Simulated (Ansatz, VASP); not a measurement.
# BaTiO3: VASP beside Ansatz, part 2 of 2

Aim: how closely do two programs agree when they are given the same cell, functional and k mesh?

VASP 6.6.1 and Ansatz 0.2.0.

So far: Starting point; Ansatz: band structure, HSE06.

## 3. VASP: band structure, HSE06

Level of this step: HSE06, no spin polarisation; plane waves and PAW (Ba_sv, Ti_sv, O) (VASP).

The same cell, functional, mesh and smearing now go to VASP, with its own data sets and cutoff.

Lines of VASP's logs that name or quote its potential files are left out, and so is its time.

The run reads the wave functions of an earlier VASP run, which isn't shown here.

File INCAR:

```
SYSTEM = BaTiO3
PREC = Accurate
ENCUT = 520
EDIFF = 1E-06
NELM = 100
ISMEAR = 0
SIGMA = 0.02
LREAL = .FALSE.
ALGO = Normal
LHFCALC = .TRUE.
AEXX = 0.25
GGA = PE
HFSCREEN = 0.2
LASPH = .TRUE.
NBANDS = 26
PRECFOCK = Fast
LORBIT = 11
LWAVE = .FALSE.
LCHARG = .FALSE.
KPAR = 8
```

File POSCAR:

```
BaTiO3
1.0
    4.0060000000      0.0000000000      0.0000000000
    0.0000000000      4.0060000000      0.0000000000
    0.0000000000      0.0000000000      4.0060000000
Ba Ti O
1 1 3
Direct
    0.5000000000      0.5000000000      0.5000000000
    0.0000000000      0.0000000000      0.0000000000
    0.5000000000      0.0000000000      0.0000000000
    0.0000000000      0.5000000000      0.0000000000
    0.0000000000      0.0000000000      0.5000000000
```

File KPOINTS:

```
Automatic mesh
0
Gamma
4 4 4
0 0 0
```

File KPOINTS_OPT:

```
Line mode
6
Line-mode
Reciprocal
  0.00000000   0.00000000   0.00000000 GAMMA
  0.00000000   0.50000000   0.00000000 X

  0.00000000   0.50000000   0.00000000 X
  0.50000000   0.50000000   0.00000000 M

  0.50000000   0.50000000   0.00000000 M
  0.00000000   0.00000000   0.00000000 GAMMA

  0.00000000   0.00000000   0.00000000 GAMMA
  0.50000000   0.50000000   0.50000000 R

  0.50000000   0.50000000   0.50000000 R
  0.00000000   0.50000000   0.00000000 X

  0.50000000   0.50000000   0.00000000 M
  0.50000000   0.50000000   0.50000000 R
```

The projector-augmented-wave data sets are Ba_sv, Ti_sv and O (PBE family, release 64).

Command:

```
$ mpirun -np 8 vasp_std
```

Numbers of over 12 decimals in the logs are rounded to 6 here.

Log:

```text
[banner, memory and clock lines left out]
running    8 mpi-ranks, on    1 nodes
 distrk:  each k-point on    1 cores,    8 groups
 distr:  one band on    1 cores,    1 groups

 POSCAR found type information on POSCAR BaTiO
 POSCAR found :  3 types and       5 ions
|                                                                             |
|           W    W    AA    RRRRR   N    N  II  N    N   GGGG   !!!           |
|           W    W   A  A   R    R  NN   N  II  NN   N  G    G  !!!           |
|           W    W  A    A  R    R  N N  N  II  N N  N  G       !!!           |
|           W WW W  AAAAAA  RRRRR   N  N N  II  N  N N  G  GGG   !            |
|           WW  WW  A    A  R   R   N   NN  II  N   NN  G    G                |
|           W    W  A    A  R    R  N    N  II  N    N   GGGG   !!!           |
|                                                                             |
|     For optimal performance we recommend to set                             |
|       NCORE = 2 up to number-of-cores-per-socket                            |
|     NCORE specifies how many cores store one orbital (NPAR=cpu/NCORE).      |
|     This setting can greatly improve the performance of VASP for DFT.       |
|     The default, NCORE=1 might be grossly inefficient on modern             |
|     multi-core architectures or massively parallel machines. Do your        |
|     Unfortunately you need to use the default for GW and RPA                |
|     calculations (for HF NCORE is supported but not extensively tested      |
|     yet).                                                                   |
|                                                                             |

 LDA part: xc-table for (Slater+PW92), standard interpolation
 found WAVECAR, reading the header
 POSCAR, INCAR and KPOINTS ok, starting setup
 FFT: planning ... GRIDC
 FFT: planning ... GRID_SOFT
 FFT: planning ... GRID
 reading WAVECAR
 the WAVECAR file was read successfully
 initial charge from wavefunction
 entering main loop
       N       E                     dE             d eps       ncg     rms          rms(c)
DAV:   1    -0.486604332613E+02   -0.48660E+02   -0.20201E+00   596   0.125E+01    0.344E+00
DAV:   2    -0.484501947199E+02    0.21024E+00   -0.60786E-01   584   0.970E+00    0.834E-01
DAV:   3    -0.484776470482E+02   -0.27452E-01   -0.68516E-02   722   0.180E+00    0.802E-01
DAV:   4    -0.484709002621E+02    0.67468E-02   -0.30261E-02   638   0.170E+00    0.338E-01
DAV:   5    -0.484718912856E+02   -0.99102E-03   -0.22836E-03   580   0.346E-01    0.186E-01
DAV:   6    -0.484716348065E+02    0.25648E-03   -0.92242E-04   680   0.276E-01    0.107E-01
DAV:   7    -0.484716610625E+02   -0.26256E-04   -0.15842E-04   590   0.131E-01    0.700E-02
DAV:   8    -0.484716600679E+02    0.99463E-06   -0.46322E-05   664   0.750E-02    0.419E-02
DAV:   9    -0.484716635601E+02   -0.34922E-05   -0.60001E-06   592   0.238E-02    0.237E-02
DAV:  10    -0.484716654822E+02   -0.19221E-05   -0.31478E-06   534   0.131E-02    0.146E-02
DAV:  11    -0.484716665489E+02   -0.10668E-05   -0.76818E-07   310   0.814E-03    0.919E-03
DAV:  12    -0.484716669932E+02   -0.44425E-06   -0.41598E-07   278   0.548E-03
   1 F= -.48471667E+02 E0= -.48471667E+02  d E =-.220377E-25
 Start KPOINTS_OPT (optional k-point list driver)
k-point batch [1-10\36]
       N       E                     dE             ncg
DAV:   1     0.271216327587E+03   -0.71044E+04      520
DAV:   2    -0.413196989255E+04   -0.44032E+04      560
DAV:   3    -0.476125749375E+04   -0.62929E+03      680
DAV:   4    -0.481705876961E+04   -0.55801E+02      670
DAV:   5    -0.481884097328E+04   -0.17822E+01      762
DAV:   6    -0.481889148649E+04   -0.50513E-01      722
DAV:   7    -0.481889247763E+04   -0.99113E-03      748
DAV:   8    -0.481889250135E+04   -0.23720E-04      634
DAV:   9    -0.481889250195E+04   -0.60533E-06      470
[...]
k-point batch [31-36\36]
       N       E                     dE             ncg
DAV:   1     0.486543087651E+04   -0.86282E+04      312
DAV:   2     0.217891973345E+04   -0.26865E+04      356
DAV:   3     0.179945609680E+04   -0.37946E+03      386
DAV:   4     0.176991610684E+04   -0.29540E+02      458
DAV:   5     0.176887944078E+04   -0.10367E+01      456
DAV:   6     0.176885237562E+04   -0.27065E-01      436
DAV:   7     0.176885172912E+04   -0.64650E-03      434
DAV:   8     0.176885171082E+04   -0.18304E-04      396
DAV:   9     0.176885171019E+04   -0.63197E-06      284
```

Parts of OUTCAR (step 3):

```text
ion  position               nearest neighbor table
   1  0.500  0.500  0.500-   3 2.83   4 2.83   5 2.83   3 2.83   4 2.83   3 2.83   5 2.83   3 2.83
                             4 2.83   5 2.83   4 2.83   5 2.83   2 3.47   2 3.47   2 3.47   2 3.47
   2  0.000  0.000  0.000-   3 2.00   4 2.00   5 2.00   5 2.00   4 2.00   3 2.00   1 3.47   1 3.47
                             1 3.47   1 3.47   1 3.47   1 3.47   1 3.47   1 3.47
   3  0.500  0.000  0.000-   2 2.00   2 2.00   1 2.83   1 2.83   1 2.83   1 2.83
   4  0.000  0.500  0.000-   2 2.00   2 2.00   1 2.83   1 2.83   1 2.83   1 2.83
   5  0.000  0.000  0.500-   2 2.00   2 2.00   1 2.83   1 2.83   1 2.83   1 2.83

  LATTYP: Found a simple cubic cell.
 ALAT       =     4.0060000000

 Subroutine GETGRP returns: Found 48 space group operations
 (whereof 48 operations were pure point group operations)

The static configuration has the point symmetry O_h .

 Found     10 irreducible k-points:

   k-points           NKPTS =     10   k-points in BZ     NKDIM =     64   number of bands    NBANDS=     26

   dimension x,y,z NGX =    30 NGY =   30 NGZ =   30
   dimension x,y,z NGXF=    60 NGYF=   60 NGZF=   60

   ENCUT  =  520.0 eV  38.22 Ry    6.18 a.u.   7.45  7.45  7.45*2*pi/ulx,y,z

   NELECT =      40.0000    total number of electrons

 k-points in reciprocal lattice and weights: Automatic mesh
   0.00000000  0.00000000  0.00000000       0.016
   0.25000000  0.00000000  0.00000000       0.094
   0.50000000  0.00000000  0.00000000       0.047
   0.25000000  0.25000000  0.00000000       0.188
   0.50000000  0.25000000  0.00000000       0.188
   0.50000000  0.50000000  0.00000000       0.047
   0.25000000  0.25000000  0.25000000       0.125
   0.50000000  0.25000000  0.25000000       0.188
   0.50000000  0.50000000  0.25000000       0.094
   0.50000000  0.50000000  0.50000000       0.016

  exchange ACFDT corr.  =         0.00000000  see jH, gK, PRB 81, 115126

 average (electrostatic) potential at core
       1 -29.2875       2 -72.4130       3 -63.3833       4 -63.3833       5 -63.3833

 E-fermi :   2.9118

 k-point     1 :       0.0000    0.0000    0.0000
  band No.  band energies     occupation
    ...
     16       1.5983      2.00000
     17       1.5983      2.00000
     18       2.6456      2.00000
     19       2.6456      2.00000
     20       2.6456      2.00000
     21       5.9088      0.00000
     22       5.9088      0.00000
     23       5.9088      0.00000
     24       8.0082      0.00000
     25       8.0082      0.00000
    ...

 k-point     2 :       0.2500    0.0000    0.0000
  band No.  band energies     occupation
    ...
     16       1.1061      2.00000
     17       1.1567      2.00000
     18       1.4579      2.00000
     19       2.2900      2.00000
     20       2.2900      2.00000
     21       5.9938      0.00000
     22       6.9338      0.00000
     23       6.9338      0.00000
     24       8.0137      0.00000
     25       9.3373      0.00000
    ...

 k-point     3 :       0.5000    0.0000    0.0000
  band No.  band energies     occupation
    ...
     16       0.7761      2.00000
     17       0.8427      2.00000
     18       0.8427      2.00000
     19       2.0098      2.00000
     20       2.0098      2.00000
     21       6.0829      0.00000
     22       7.8222      0.00000
     23       7.8222      0.00000
     24       8.0182      0.00000
     25      10.2361      0.00000
    ...

  energy-cutoff  :      520.00
  volume of cell :       64.29
      direct lattice vectors                 reciprocal lattice vectors
     4.006000000  0.000000000  0.000000000     0.249625562  0.000000000  0.000000000
     0.000000000  4.006000000  0.000000000     0.000000000  0.249625562  0.000000000
     0.000000000  0.000000000  4.006000000     0.000000000  0.000000000  0.249625562

 POSITION                                       TOTAL-FORCE (eV/Angst)
 -----------------------------------------------------------------------------------
      2.00300      2.00300      2.00300         0.000000      0.000000      0.000000
      0.00000      0.00000      0.00000         0.000000      0.000000      0.000000
      2.00300      0.00000      0.00000         0.000000      0.000000      0.000000
      0.00000      2.00300      0.00000         0.000000      0.000000      0.000000
      0.00000      0.00000      2.00300         0.000000      0.000000      0.000000
 -----------------------------------------------------------------------------------
    total drift:                                0.000004     -0.000001     -0.000003

  FREE ENERGIE OF THE ION-ELECTRON SYSTEM (eV)
  ---------------------------------------------------
  free  energy   TOTEN  =       -48.4716669932 eV

  energy  without entropy=      -48.4716669932  energy(sigma->0) =      -48.47166699

 total charge
# of ion       s       p       d       tot
------------------------------------------
    1        2.005   5.658   0.293   7.956
    2        2.211   6.284   1.541  10.036
    3        1.565   3.505   0.000   5.071
    4        1.565   3.505   0.000   5.071
    5        1.565   3.505   0.000   5.071
--------------------------------------------------
tot          8.912  22.458   1.834  33.204

[... 3 further parts left out ...]
```

This run has no spin polarisation, so a moment on Ti, if there is one, isn't seen.

## 4. Side by side

Known differences besides the potentials themselves: exact exchange at q = 0 is treated differently, which shows on coarse meshes; VASP keeps PBE cores, Ansatz makes them for the functional; the cutoff is 420 eV in Ansatz and 520 eV in VASP; VASP takes a coarser grid for exact exchange (PRECFOCK = Fast). Total energies have different zeros and are not compared.

Both answers:

```tsv
quantity	Ansatz	VASP	difference
gap over the path points (eV)	3.205	3.141	+0.064
```

Levels at points of the path, from each program's valence-band top (eV; 4 filled, then empty):

```tsv
k (reciprocal lattice)	Ansatz	VASP
0.000 0.000 0.000	-1.19 -0.09 -0.09 -0.09 3.21 3.21 3.21	-1.17 -0.12 -0.12 -0.12 3.14 3.14 3.14
0.000 0.300 0.000	-1.70 -1.53 -0.54 -0.54 3.30 4.50 4.50	-1.73 -1.58 -0.57 -0.57 3.25 4.45 4.45
0.000 0.500 0.000	-1.91 -1.91 -0.72 -0.72 3.35 5.10 5.10	-1.93 -1.93 -0.76 -0.76 3.31 5.05 5.05
0.300 0.500 0.000	-1.53 -1.25 -1.10 -0.33 4.55 5.12 5.38	-1.56 -1.29 -1.14 -0.36 4.50 5.06 5.32
0.500 0.500 0.000	-1.90 -0.89 -0.89 -0.05 5.13 5.13 5.65	-1.92 -0.92 -0.92 -0.09 5.07 5.07 5.59
0.200 0.200 0.000	-1.38 -1.11 -0.68 -0.48 3.89 4.02 4.29	-1.41 -1.11 -0.71 -0.52 3.84 3.97 4.23
0.100 0.100 0.100	-1.08 -0.79 -0.34 -0.34 3.56 3.62 3.62	-1.07 -0.82 -0.38 -0.38 3.50 3.56 3.56
0.400 0.400 0.400	-2.50 -0.26 -0.26 -0.13 5.69 5.69 5.69	-2.56 -0.28 -0.28 -0.12 5.63 5.64 5.64
0.500 0.500 0.500	-2.48 0.00 0.00 0.00 5.91 5.91 5.91	-2.54 0.00 0.00 0.00 5.85 5.85 5.85
0.400 0.500 0.400	-2.48 -0.23 -0.16 -0.07 5.72 5.79 5.79	-2.54 -0.23 -0.17 -0.07 5.66 5.73 5.74
```

Among the levels compared at these points, filled levels agree within 62 meV and empty ones within 66 meV.

## 5. VASP: band structure, HSEsol

Levels along a path test the potential and the projectors away from the mesh points.

The run reads the wave functions of an earlier VASP run, which isn't shown here.

INCAR, as its differences from that of step 3:

```diff
@@ -11,3 +11,3 @@
 AEXX = 0.25
-GGA = PE
+GGA = PS
 HFSCREEN = 0.2
```

POSCAR is that of step 3.

KPOINTS is that of step 3.

KPOINTS_OPT is that of step 3.

Command:

```
$ mpirun -np 8 vasp_std
```

Log:

```text
[banner, memory and clock lines left out]
running    8 mpi-ranks, on    1 nodes
[...]
[... a notice as in an earlier step ...]

|                                                                             |
|               ----> ADVICE to this user running VASP <----                  |
|                                                                             |
|     You enforced a specific xc type in the INCAR file but a different       |
|     [... a line on the potential file left out ...]
|     I HOPE YOU KNOW WHAT YOU ARE DOING!                                     |
|                                                                             |

 LDA part: xc-table for (Slater+PW92), standard interpolation
 found WAVECAR, reading the header
 POSCAR, INCAR and KPOINTS ok, starting setup
[...]
reading WAVECAR
 the WAVECAR file was read successfully
 initial charge from wavefunction
 entering main loop
       N       E                     dE             d eps       ncg     rms          rms(c)
[...]
1 F= -.49990199E+02 E0= -.49990199E+02  d E =-.564677E-55
 Start KPOINTS_OPT (optional k-point list driver)
k-point batch [1-10\36]
       N       E                     dE             ncg
DAV:   1     0.232583860031E+03   -0.71430E+04      520
DAV:   2    -0.416033765470E+04   -0.43929E+04      560
DAV:   3    -0.478735326406E+04   -0.62702E+03      672
DAV:   4    -0.484381126338E+04   -0.56458E+02      670
DAV:   5    -0.484567955996E+04   -0.18683E+01      762
DAV:   6    -0.484573377923E+04   -0.54219E-01      708
DAV:   7    -0.484573487506E+04   -0.10958E-02      748
DAV:   8    -0.484573490258E+04   -0.27514E-04      634
DAV:   9    -0.484573490332E+04   -0.74670E-06      478
[...]
k-point batch [31-36\36]
       N       E                     dE             ncg
DAV:   1     0.484255017621E+04   -0.86511E+04      312
DAV:   2     0.216212027155E+04   -0.26804E+04      356
DAV:   3     0.178330534880E+04   -0.37881E+03      386
DAV:   4     0.175371564995E+04   -0.29590E+02      458
DAV:   5     0.175267083169E+04   -0.10448E+01      456
DAV:   6     0.175264270532E+04   -0.28126E-01      436
DAV:   7     0.175264203921E+04   -0.66612E-03      436
DAV:   8     0.175264202092E+04   -0.18287E-04      396
DAV:   9     0.175264202030E+04   -0.61795E-06      264
```

OUTCAR, selected parts (step 5):

```text
 POSITION                                       TOTAL-FORCE (eV/Angst)
 -----------------------------------------------------------------------------------
      2.00300      2.00300      2.00300         0.000000      0.000000      0.000000
      0.00000      0.00000      0.00000         0.000000      0.000000      0.000000
      2.00300      0.00000      0.00000         0.000000      0.000000      0.000000
      0.00000      2.00300      0.00000         0.000000      0.000000      0.000000
      0.00000      0.00000      2.00300         0.000000      0.000000      0.000000
 -----------------------------------------------------------------------------------
    total drift:                                0.000005      0.000000     -0.000001

  FREE ENERGIE OF THE ION-ELECTRON SYSTEM (eV)
  ---------------------------------------------------
  free  energy   TOTEN  =       -49.9901990939 eV

  energy  without entropy=      -49.9901990939  energy(sigma->0) =      -49.99019909

[... 2 parts as in an earlier step ...]

[... 1 further part left out ...]
[key lines of the parts left out:]
E-fermi :   2.8819
```

## 6. Ansatz: band structure, HSEsol

The same cell, functional, mesh and smearing now go to Ansatz, which takes its cutoff from its data sets.

File input.yaml:

```yaml
crystal:
  lattice:
    - [4.006, 0.0, 0.0]
    - [0.0, 4.006, 0.0]
    - [0.0, 0.0, 4.006]
  atoms:
    - { symbol: Ba, position: [0.5, 0.5, 0.5] }
    - { symbol: Ti, position: [0.0, 0.0, 0.0] }
    - { symbol: O, position: [0.5, 0.0, 0.0] }
    - { symbol: O, position: [0.0, 0.5, 0.0] }
    - { symbol: O, position: [0.0, 0.0, 0.5] }
hamiltonian:
  xc:
    exchange: hjs_pbesol
    correlation: pbesol
    exx: { coeff: 0.25, omega: 0.2 }
  pseudopotentials: { kind: paw }
kpoints:
  mp_grid: { grid: [4, 4, 4] }
  band_path:
    path:
      - [0.0, 0.0, 0.0]
      - [0.0, 0.3, 0.0]
      - [0.0, 0.5, 0.0]
      - [0.3, 0.5, 0.0]
      - [0.5, 0.5, 0.0]
      - [0.2, 0.2, 0.0]
      - [0.1, 0.1, 0.1]
      - [0.4, 0.4, 0.4]
      - [0.5, 0.5, 0.5]
      - [0.4, 0.5, 0.4]
      - [0.1, 0.5, 0.1]
      - [0.5, 0.5, 0.1]
      - [0.5, 0.5, 0.5]
    npoints: 1
scf:
  occupations: { method: gaussian, width: 0.02 }
  n_extra_bands: 8
output:
  forces: true
  stress: true
  eigenvalues: true
  write_density: true
  write_potential: true
  elf: true
  volumetric_format: npy
```

Command:

```
$ ansatz run input.yaml --threads 4 --pin off --max-ram 9216MiB --backend cpu --events-out ev --progress --plain --runs-dir out
```

Log:

```text
[...]
Crystal: 5 atoms, lattice volume = 64.288 Å³
Basis set: ecut = 420 eV, 1237 PW (Γ), exchange–correlation on 54×54×54 points (8 copies of the dense FFT grid, shifted against one another)
Bands: 28, of which v1, the nominal top of the filled ones, is band 20 counted from 1 (19 counted from 0)
Symmetry: 48 space group operations
[...]
k-points: 10 of 64
[...]
--- Band table (eV; the first three rows and the last of 10) ---
  k-point 0: bands = [... 16 lower, 7.9263, 9.0359, 9.0359, 9.0359, 12.2801, 12.2801, 12.2801, 14.4525, ... 4 higher]
  k-point 1: bands = [... 16 lower, 7.5108, 7.8441, 8.6760, 8.6760, 12.3533, 13.3142, 13.3142, 14.4570, ... 4 higher]
  k-point 2: bands = [... 16 lower, 7.2001, 7.2001, 8.3932, 8.3932, 12.4297, 14.2159, 14.2159, 14.4607, ... 4 higher]
  k-point 9: bands = [... 16 lower, 6.6412, 9.1271, 9.1271, 9.1271, 15.0250, 15.0250, 15.0250, 17.4872, ... 4 higher]
[key lines of the parts left out:]
Free energy (F): -10068.140448 eV
Fermi energy:    10.703552 eV
P = ⅓ Tr σ = -8.2304 GPa (-82.304 kbar)
```

It took 49 s on 4 threads of Arm Neoverse V2, shared host; peak memory 1.2 GiB; 3 min of CPU time.

## 7. Side by side

Compared:

```tsv
quantity	Ansatz	VASP	difference
gap over the path points (eV)	3.153	3.088	+0.065
```

Levels at points of the path, from each program's valence-band top (eV; 4 filled, then empty):

```tsv
k (reciprocal lattice)	Ansatz	VASP
0.000 0.000 0.000	-1.20 -0.09 -0.09 -0.09 3.15 3.15 3.15	-1.18 -0.12 -0.12 -0.12 3.09 3.09 3.09
0.000 0.300 0.000	-1.73 -1.56 -0.54 -0.54 3.25 4.47 4.47	-1.76 -1.60 -0.58 -0.58 3.20 4.42 4.42
0.000 0.500 0.000	-1.93 -1.93 -0.73 -0.73 3.30 5.09 5.09	-1.95 -1.95 -0.77 -0.77 3.27 5.04 5.04
0.300 0.500 0.000	-1.55 -1.26 -1.11 -0.33 4.53 5.11 5.36	-1.58 -1.30 -1.14 -0.37 4.48 5.05 5.29
0.500 0.500 0.000	-1.92 -0.89 -0.89 -0.05 5.11 5.11 5.63	-1.94 -0.93 -0.93 -0.09 5.05 5.05 5.57
0.200 0.200 0.000	-1.39 -1.12 -0.69 -0.49 3.85 3.99 4.25	-1.43 -1.12 -0.72 -0.52 3.80 3.94 4.20
0.100 0.100 0.100	-1.10 -0.80 -0.35 -0.35 3.51 3.57 3.57	-1.08 -0.84 -0.38 -0.38 3.45 3.51 3.51
0.400 0.400 0.400	-2.51 -0.26 -0.26 -0.13 5.68 5.68 5.68	-2.57 -0.28 -0.28 -0.13 5.62 5.62 5.62
0.500 0.500 0.500	-2.49 0.00 0.00 0.00 5.90 5.90 5.90	-2.55 0.00 0.00 0.00 5.84 5.84 5.84
0.400 0.500 0.400	-2.49 -0.23 -0.16 -0.07 5.71 5.78 5.78	-2.55 -0.24 -0.17 -0.07 5.65 5.72 5.73
```

Among the levels compared at these points, filled levels agree within 61 meV and empty ones within 67 meV.

## 8. What came out

* difference in gap over the path points (band structure, HSE06): 0.064 eV
* difference in gap over the path points (band structure, HSEsol): 0.065 eV

The difference in gap over the path points is 0.065 eV (band structure, HSEsol), within the 0.08 eV picked in this series as the mark of a large difference. How closely two codes agree says nothing of how well the functional describes the real material.

[Lines on the potential files, build, host, timing and source positions are cut from VASP's logs without a mark.]

[Logs are printed without paths, hosts, clocks, repeated set-up lines and the standing remarks that a program may print on its own settings, such as how far it seeks lower states.]

[Hosts, paths, dates, database ids (printed as entryN), source tags and the programs' standing remarks are cut or masked in the printed files.]
